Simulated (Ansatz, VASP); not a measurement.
## One calculation of RuBr2, two programs

File INCAR:

```
  ALGO = Fast
  EDIFF = 1E-6
  ENCUT = 520
  GGA = PS
  ISIF = 2
  ISMEAR = 0
  ISPIN = 2
  LASPH = True
  LCHARG = True
  LDAU = True
  LDAUJ = 0 0
  LDAUL = 2 -1
  LDAUPRINT = 1
  LDAUTYPE = 2
  LDAUU = 2 0
  LELF = True
  LMAXMIX = 4
  LORBIT = 11
  LREAL = False
  LVHAR = True
  LWAVE = False
  MAGMOM = 1 0 0
  NBANDS = 25
  NELM = 60
  NUPDOWN = 3
  PREC = Accurate
  SIGMA = 0.05
```

File KPOINTS:

```
k-points
0
Gamma
  5 5 5
```

Contents of POSCAR:

```
RuBr2
1.0
    0.0000000000      3.1637246900      3.1637246900
    3.1637246900      0.0000000000      3.1637246900
    3.1637246900      3.1637246900      0.0000000000
Ru Br
1 2
Direct
    0.0000000000      0.0000000000      0.0000000000
    0.2500000000      0.2500000000      0.2500000000
    0.7500000000      0.7500000000      0.7500000000
```

input.yaml

```yaml
crystal:
  lattice:
    - [0.0, 3.16372469, 3.16372469]
    - [3.16372469, 0.0, 3.16372469]
    - [3.16372469, 3.16372469, 0.0]
  atoms:
    - { symbol: Ru, position: [0.0, 0.0, 0.0], spin: 3.0 }
    - { symbol: Br, position: [0.25, 0.25, 0.25] }
    - { symbol: Br, position: [0.75, 0.75, 0.75] }
hamiltonian:
  xc: pbesol
  pseudopotentials: { kind: paw }
  hubbard: { sites: [{ species: Ru, l: d, u_eff: 2.0 }] }
magnetization:
  spin_polarized: true
  initial_magnetization: 3.0
  spin_locking: { lock_magnetization: hard }
kpoints:
  mp_grid: { grid: [5, 5, 5] }
scf:
  occupations: { method: gaussian, width: 0.05 }
output:
  forces: true
  stress: true
  eigenvalues: true
```

The cell comes from a database or a generator and needn't be the stable form of this composition.

Alike in both runs: task single point; functional PBEsol; k mesh 5 × 5 × 5; occupations gaussian, width 0.05 eV; collinear spin, ferromagnetic start; fixed moment 3 μB; Hubbard terms Ru d U = 2 eV.

```csv
,VASP,Ansatz
version,VASP 6.6.1,Ansatz 0.2.0
potentials or method,"VASP PAW PBE potentials, release 64 (Ru_pv, Br)",Ansatz PAW
plane-wave cutoff (eV),520,420
valence electrons in the cell,28,30
```

|  | VASP | Ansatz | Ansatz less VASP |
| --- | --- | --- | --- |
| gap on the k mesh at the Fermi level (eV) | none | none | - |
| pressure (GPa) | 6.7 | 7.0 | +0.29 |
| net moment per atom (μB) | 1.00 | 1.00 | 0.000 |
| size of the moment on the site where the two differ most (μB) | 2.51 | 2.40 | -0.111 |

Site moments also hang on the region over which each program counts them. The programs project onto different local orbitals, so the same U acts differently. A gap of «none» marks a metal or a gap that the smearing closes. The two sets of potentials don't hold the same shells in valence.

Caveats: the total moment is fixed, so each spin has its own Fermi level; the moment is held away from its start (VASP); the PAW data sets were made with another functional, which shifts forces and pressure a little (VASP); the magnetic or orbital state may not be the lowest (Ansatz); the PAW data sets come from PBE, with cores solved anew for the run's functional, which leaves a small shift of forces and pressure (Ansatz); the thresholds are loose for stress (Ansatz). The state reached can hang on the start; a lower one may exist.
